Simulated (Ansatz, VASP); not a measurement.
# ZnS in two plane-wave programs, part 2 of 3

Aim: how closely do two programs agree when they are given the same cell, functional and k mesh? The cell is taken from a series of runs on this material, whose earlier steps may have relaxed, scaled, displaced or heated it; both programs get it as it stands.

VASP 6.6.1 and Ansatz 0.2.0.

So far. Step 3 (VASP: single point, r2SCAN, pair 1): The run ends at a pressure of 8.88 GPa.

### Step 5. VASP: single point, r2SCAN, pair 2

Level of this step: r2SCAN; plane waves and PAW (Zn, S) (VASP).

With cell and atoms fixed, the geometry can't cause a difference; cores, projectors, grids and the points listed under the comparison can. The cell compared in this pair holds 34.46 Å³, against 35.64 Å³ for the pair before.

INCAR

```
SYSTEM = ZnS
PREC = Accurate
ENCUT = 440
EDIFF = 1E-06
NELM = 120
ISMEAR = 0
SIGMA = 0.01
LREAL = .FALSE.
ALGO = Normal
METAGGA = R2SCAN
LASPH = .TRUE.
NBANDS = 15
LORBIT = 11
LWAVE = .FALSE.
LCHARG = .FALSE.
ISIF = 2
GGA_COMPAT = .FALSE.
EFERMI = MIDGAP
LMIXTAU = .TRUE.
```

POSCAR

```
ZnS
1.0
    0.0000000000      2.5829460659      2.5829460659
    2.5829460659      0.0000000000      2.5829460659
    2.5829460659      2.5829460659      0.0000000000
Zn S
1 1
Direct
    0.7500000000      0.7500000000      0.7500000000
    0.0000000000      0.0000000000      0.0000000000
```

KPOINTS

```
Automatic mesh
0
Gamma
6 6 6
0 0 0
```

The projector-augmented-wave data sets are Zn and S (PBE family, release 64).

Command:

```sh
> mpirun -np 1 vasp_std
```

Numbers of over 12 decimals in the logs are rounded to 6 here.

The program printed:

```text
[banner, memory and clock lines left out]
running    1 mpi-ranks, on    1 nodes
[...]
[... a notice as in an earlier step ...]

 LDA part: xc-table for (None), standard interpolation
 POSCAR, INCAR and KPOINTS ok, starting setup
[...]
entering main loop
       N       E                     dE             d eps       ncg     rms          rms(c)
DAV:   1     0.641271693485E+02    0.64127E+02   -0.81441E+03   480   0.136E+03
DAV:   2    -0.168600598374E+02   -0.80987E+02   -0.75757E+02   543   0.255E+02
DAV:   3    -0.216822387933E+02   -0.48222E+01   -0.48024E+01   543   0.616E+01
DAV:   4    -0.217264614893E+02   -0.44223E-01   -0.44211E-01   592   0.619E+00
[...]
DAV:  13    -0.186892746114E+02   -0.16900E-03   -0.12255E-04   544   0.301E-01    0.885E-02
DAV:  14    -0.186894589830E+02   -0.18437E-03   -0.86873E-05   480   0.130E-01    0.625E-02
DAV:  15    -0.186894598605E+02   -0.87746E-06   -0.27027E-06   585   0.155E-02
   1 F= -.18689460E+02 E0= -.18689460E+02  d E =0.000000E+00
```

Parts of OUTCAR (step 5):

```text
  Total        2.7886487      2.7886487      2.7886487      0.0000000      0.0000000      0.0000000
  in kB      129.6368256    129.6368256    129.6368256      0.0000000      0.0000000      0.0000000
  external PRESSURE =     129.6368256 kB  Pullay stress =       0.0000000 kB

 POSITION                                       TOTAL-FORCE (eV/Angst)
 -----------------------------------------------------------------------------------
      3.87442      3.87442      3.87442         0.000000     -0.000000     -0.000000
      0.00000      0.00000      0.00000        -0.000000      0.000000      0.000000
 -----------------------------------------------------------------------------------
    total drift:                               -0.000000     -0.000000     -0.000002

  FREE ENERGIE OF THE ION-ELECTRON SYSTEM (eV)
  ---------------------------------------------------
  free  energy   TOTEN  =       -18.6894598605 eV

  energy  without entropy=      -18.6894598605  energy(sigma->0) =      -18.68945986

[... 1 part as in an earlier step ...]

[... 2 further parts left out ...]
[key lines of the parts left out:]
E-fermi :   4.8794
```

The run ends at a pressure of 12.96 GPa.

### Step 6. Ansatz: single point, r2SCAN, pair 2

The same cell, functional, mesh and smearing now go to Ansatz, which takes its cutoff from its data sets.

The cell is taken from a series of runs on this material, whose earlier steps may have relaxed, scaled, displaced or heated it; both programs get it as it stands.

input.yaml

```yaml
crystal:
  lattice:
    - [0.0, 2.5829460659, 2.5829460659]
    - [2.5829460659, 0.0, 2.5829460659]
    - [2.5829460659, 2.5829460659, 0.0]
  atoms:
    - { symbol: Zn, position: [0.75, 0.75, 0.75] }
    - { symbol: S, position: [0.0, 0.0, 0.0] }
kpoints:
  mp_grid: { grid: [6, 6, 6] }
hamiltonian:
  xc: r2scan
  pseudopotentials: { kind: paw, azcp: { folder: soft_1 } }
scf:
  occupations: { method: gaussian, width: 0.01 }
  n_extra_bands: 8
output:
  eigenvalues: true
  eigenstates:
    kpoints:
      - [0.0, 0.0, 0.0]
      - [0.0, 0.003288709, 0.003288709]
      - [0.003288709, 0.0, 0.003288709]
      - [0.003288709, 0.003288709, 0.0]
      - [0.002325468, 0.002325468, 0.004650937]
      - [-0.002325468, 0.002325468, 0.0]
      - [0.002325468, 0.004650937, 0.002325468]
      - [-0.002325468, 0.0, 0.002325468]
      - [0.004650937, 0.002325468, 0.002325468]
      - [0.0, -0.002325468, 0.002325468]
      - [0.003797474, 0.003797474, 0.003797474]
      - [0.0, 0.0, 0.003797474]
      - [0.0, 0.003797474, 0.0]
      - [0.003797474, 0.0, 0.0]
      - [0.0, -0.003288709, -0.003288709]
      - [-0.003288709, 0.0, -0.003288709]
      - [-0.003288709, -0.003288709, 0.0]
      - [-0.002325468, -0.002325468, -0.004650937]
      - [0.002325468, -0.002325468, 0.0]
      - [-0.002325468, -0.004650937, -0.002325468]
      - [0.002325468, 0.0, -0.002325468]
      - [-0.004650937, -0.002325468, -0.002325468]
      - [0.0, 0.002325468, -0.002325468]
      - [-0.003797474, -0.003797474, -0.003797474]
      - [0.0, 0.0, -0.003797474]
      - [0.0, -0.003797474, 0.0]
      - [-0.003797474, 0.0, 0.0]
      - [0.0, 0.012332659, 0.012332659]
      - [0.012332659, 0.0, 0.012332659]
      - [0.012332659, 0.012332659, 0.0]
      - [0.008720507, 0.008720507, 0.017441014]
      - [-0.008720507, 0.008720507, 0.0]
      - [0.008720507, 0.017441014, 0.008720507]
      - [-0.008720507, 0.0, 0.008720507]
      - [0.017441014, 0.008720507, 0.008720507]
      - [0.0, -0.008720507, 0.008720507]
      - [0.014240528, 0.014240528, 0.014240528]
      - [0.0, 0.0, 0.014240528]
      - [0.0, 0.014240528, 0.0]
      - [0.014240528, 0.0, 0.0]
      - [0.0, -0.012332659, -0.012332659]
      - [-0.012332659, 0.0, -0.012332659]
      - [-0.012332659, -0.012332659, 0.0]
      - [-0.008720507, -0.008720507, -0.017441014]
      - [0.008720507, -0.008720507, 0.0]
      - [-0.008720507, -0.017441014, -0.008720507]
      - [0.008720507, 0.0, -0.008720507]
      - [-0.017441014, -0.008720507, -0.008720507]
      - [0.0, 0.008720507, -0.008720507]
      - [-0.014240528, -0.014240528, -0.014240528]
      - [0.0, 0.0, -0.014240528]
      - [0.0, -0.014240528, 0.0]
      - [-0.014240528, 0.0, 0.0]
      - [0.0, 0.0, 0.0]
      - [0.0, 0.003288709, 0.003288709]
      - [0.003288709, 0.0, 0.003288709]
      - [0.003288709, 0.003288709, 0.0]
      - [0.002325468, 0.002325468, 0.004650937]
      - [-0.002325468, 0.002325468, 0.0]
      - [0.002325468, 0.004650937, 0.002325468]
      - [-0.002325468, 0.0, 0.002325468]
      - [0.004650937, 0.002325468, 0.002325468]
      - [0.0, -0.002325468, 0.002325468]
      - [0.003797474, 0.003797474, 0.003797474]
      - [0.0, 0.0, 0.003797474]
      - [0.0, 0.003797474, 0.0]
      - [0.003797474, 0.0, 0.0]
      - [0.0, -0.003288709, -0.003288709]
      - [-0.003288709, 0.0, -0.003288709]
      - [-0.003288709, -0.003288709, 0.0]
      - [-0.002325468, -0.002325468, -0.004650937]
      - [0.002325468, -0.002325468, 0.0]
      - [-0.002325468, -0.004650937, -0.002325468]
      - [0.002325468, 0.0, -0.002325468]
      - [-0.004650937, -0.002325468, -0.002325468]
      - [0.0, 0.002325468, -0.002325468]
      - [-0.003797474, -0.003797474, -0.003797474]
      - [0.0, 0.0, -0.003797474]
      - [0.0, -0.003797474, 0.0]
      - [-0.003797474, 0.0, 0.0]
      - [0.0, 0.012332659, 0.012332659]
      - [0.012332659, 0.0, 0.012332659]
      - [0.012332659, 0.012332659, 0.0]
      - [0.008720507, 0.008720507, 0.017441014]
      - [-0.008720507, 0.008720507, 0.0]
      - [0.008720507, 0.017441014, 0.008720507]
      - [-0.008720507, 0.0, 0.008720507]
      - [0.017441014, 0.008720507, 0.008720507]
      - [0.0, -0.008720507, 0.008720507]
      - [0.014240528, 0.014240528, 0.014240528]
      - [0.0, 0.0, 0.014240528]
      - [0.0, 0.014240528, 0.0]
      - [0.014240528, 0.0, 0.0]
      - [0.0, -0.012332659, -0.012332659]
      - [-0.012332659, 0.0, -0.012332659]
      - [-0.012332659, -0.012332659, 0.0]
      - [-0.008720507, -0.008720507, -0.017441014]
      - [0.008720507, -0.008720507, 0.0]
      - [-0.008720507, -0.017441014, -0.008720507]
      - [0.008720507, 0.0, -0.008720507]
      - [-0.017441014, -0.008720507, -0.008720507]
      - [0.0, 0.008720507, -0.008720507]
      - [-0.014240528, -0.014240528, -0.014240528]
      - [0.0, 0.0, -0.014240528]
      - [0.0, -0.014240528, 0.0]
      - [-0.014240528, 0.0, 0.0]
      - [0.0, -0.5, -0.5]
      - [0.0, -0.496711291, -0.496711291]
      - [0.003288709, -0.5, -0.496711291]
      - [0.003288709, -0.496711291, -0.5]
      - [0.002325468, -0.497674532, -0.495349063]
      - [-0.002325468, -0.497674532, -0.5]
      - [0.002325468, -0.495349063, -0.497674532]
      - [-0.002325468, -0.5, -0.497674532]
      - [0.004650937, -0.497674532, -0.497674532]
      - [0.0, -0.502325468, -0.497674532]
      - [0.003797474, -0.496202526, -0.496202526]
      - [0.0, -0.5, -0.496202526]
      - [0.0, -0.496202526, -0.5]
      - [0.003797474, -0.5, -0.5]
      - [0.0, -0.503288709, -0.503288709]
      - [-0.003288709, -0.5, -0.503288709]
      - [-0.003288709, -0.503288709, -0.5]
      - [-0.002325468, -0.502325468, -0.504650937]
      - [0.002325468, -0.502325468, -0.5]
      - [-0.002325468, -0.504650937, -0.502325468]
      - [0.002325468, -0.5, -0.502325468]
      - [-0.004650937, -0.502325468, -0.502325468]
      - [0.0, -0.497674532, -0.502325468]
      - [-0.003797474, -0.503797474, -0.503797474]
      - [0.0, -0.5, -0.503797474]
      - [0.0, -0.503797474, -0.5]
      - [-0.003797474, -0.5, -0.5]
      - [0.0, -0.487667341, -0.487667341]
      - [0.012332659, -0.5, -0.487667341]
      - [0.012332659, -0.487667341, -0.5]
      - [0.008720507, -0.491279493, -0.482558986]
      - [-0.008720507, -0.491279493, -0.5]
      - [0.008720507, -0.482558986, -0.491279493]
      - [-0.008720507, -0.5, -0.491279493]
      - [0.017441014, -0.491279493, -0.491279493]
      - [0.0, -0.508720507, -0.491279493]
      - [0.014240528, -0.485759472, -0.485759472]
      - [0.0, -0.5, -0.485759472]
      - [0.0, -0.485759472, -0.5]
      - [0.014240528, -0.5, -0.5]
      - [0.0, -0.512332659, -0.512332659]
      - [-0.012332659, -0.5, -0.512332659]
      - [-0.012332659, -0.512332659, -0.5]
      - [-0.008720507, -0.508720507, -0.517441014]
      - [0.008720507, -0.508720507, -0.5]
      - [-0.008720507, -0.517441014, -0.508720507]
      - [0.008720507, -0.5, -0.508720507]
      - [-0.017441014, -0.508720507, -0.508720507]
      - [0.0, -0.491279493, -0.508720507]
      - [-0.014240528, -0.514240528, -0.514240528]
      - [0.0, -0.5, -0.514240528]
      - [0.0, -0.514240528, -0.5]
      - [-0.014240528, -0.5, -0.5]
checkpoint:
  read: start.run
  write: ck
  compress: false
  write_wavefunctions: false
  write_every: 100000
```

Command:

```sh
> ansatz run input.yaml --threads 4 --pin off --max-ram 9216MiB --backend cpu --events-out ev --progress --plain --runs-dir out
```

The program printed:

```text
[...]
Crystal: 2 atoms, lattice volume = 34.465 Å³
Basis set: ecut = 500 eV, 893 PW (Γ), exchange–correlation on 108×108×108 points (64 copies of the dense FFT grid, shifted against one another)
Bands: 17, of which v1, the nominal top of the filled ones, is band 9 counted from 1 (8 counted from 0)
Symmetry: 24 space group operations
[...]
k-points: 16 of 216 (time reversal used)
[...]
--- Band table (eV; the first three rows and the last of 16) ---
  k-point 0: bands = [... 5 lower, 0.9680, 7.4005, 7.4005, 7.4005, 10.7004, 14.0975, 14.0975, 14.0975, ... 4 higher]
  k-point 1: bands = [... 5 lower, 0.9650, 5.5483, 7.0809, 7.0809, 11.6919, 14.3304, 14.5833, 14.5833, ... 4 higher]
  k-point 2: bands = [... 5 lower, 0.9847, 2.9378, 6.5328, 6.5328, 11.6279, 14.7977, 14.7977, 16.2909, ... 4 higher]
  k-point 15: bands = [... 5 lower, 1.4514, 2.0903, 4.0173, 4.1633, 12.4381, 13.4108, 17.2920, 17.3366, ... 4 higher]
[key lines of the parts left out:]
SCF converged after 2 iterations
Free energy (F): -4233.277288 eV
Fermi energy:    9.050433 eV
```

### Step 7. Side by side

Compared:

```
              quantity  Ansatz   VASP  difference
gap on the k mesh (eV)   3.300  3.329      -0.029
```

A gap on the mesh is an upper bound, since the band edges may lie between its points.

### Step 8. VASP: single point, r2SCAN, pair 3

A single point gives forces, pressure and levels at one fixed geometry, so differences don't come from the geometry; what else differs is listed under the comparison. The cell compared in this pair holds 38.38 Å³, against 34.46 Å³ for the pair before.

INCAR is that of step 5.

POSCAR

```
ZnS
1.0
    0.0000000000      2.6772965129      2.6772965129
    2.6772965129      0.0000000000      2.6772965129
    2.6772965129      2.6772965129      0.0000000000
Zn S
1 1
Direct
    0.7500000000      0.7500000000      0.7500000000
    0.0000000000      1.0000000000      0.0000000000
```

KPOINTS is that of step 5.

Command:

```sh
> mpirun -np 1 vasp_std
```

The program printed:

```text
[... set-up lines as in an earlier step ...]
 entering main loop
       N       E                     dE             d eps       ncg     rms          rms(c)
DAV:   1     0.617183356300E+02    0.61718E+02   -0.79884E+03   480   0.129E+03
DAV:   2    -0.174475335431E+02   -0.79166E+02   -0.74939E+02   536   0.247E+02
DAV:   3    -0.218810358579E+02   -0.44335E+01   -0.44141E+01   613   0.590E+01
DAV:   4    -0.219215548327E+02   -0.40519E-01   -0.40512E-01   564   0.593E+00
[...]
DAV:  13    -0.188572018571E+02   -0.69091E-02   -0.17597E-03   480   0.464E-01    0.179E-02
DAV:  14    -0.188572979437E+02   -0.96087E-04   -0.44808E-05   578   0.677E-02    0.116E-02
DAV:  15    -0.188572983543E+02   -0.41062E-06   -0.59883E-07   443   0.800E-03
   1 F= -.18857298E+02 E0= -.18857298E+02  d E =0.000000E+00
```

Parts of OUTCAR (step 8):

```text
  Total        0.2948231      0.2948231      0.2948231      0.0000000      0.0000000     -0.0000000
  in kB       12.3070119     12.3070119     12.3070119      0.0000000      0.0000000     -0.0000000
  external PRESSURE =      12.3070119 kB  Pullay stress =       0.0000000 kB

 POSITION                                       TOTAL-FORCE (eV/Angst)
 -----------------------------------------------------------------------------------
      4.01594      4.01594      4.01594         0.000000      0.000000      0.000000
      0.00000      0.00000      0.00000        -0.000000     -0.000000     -0.000000
 -----------------------------------------------------------------------------------
    total drift:                                0.000000      0.000000      0.000000

  FREE ENERGIE OF THE ION-ELECTRON SYSTEM (eV)
  ---------------------------------------------------
  free  energy   TOTEN  =       -18.8572983543 eV

  energy  without entropy=      -18.8572983543  energy(sigma->0) =      -18.85729835

[... 1 part as in an earlier step ...]

[... 2 further parts left out ...]
[key lines of the parts left out:]
E-fermi :   3.4988
```

The run ends at a pressure of 1.23 GPa.

[end of part 2 of 3]

[Lines on the potential files, build, host, timing and source positions are cut from VASP's logs without a mark.]

[Logs are printed without paths, hosts, clocks, repeated set-up lines and the standing remarks that a program may print on its own settings, such as how far it seeks lower states.]

[Hosts, paths, dates, database ids (printed as entryN), source tags and the programs' standing remarks are cut or masked in the printed files.]
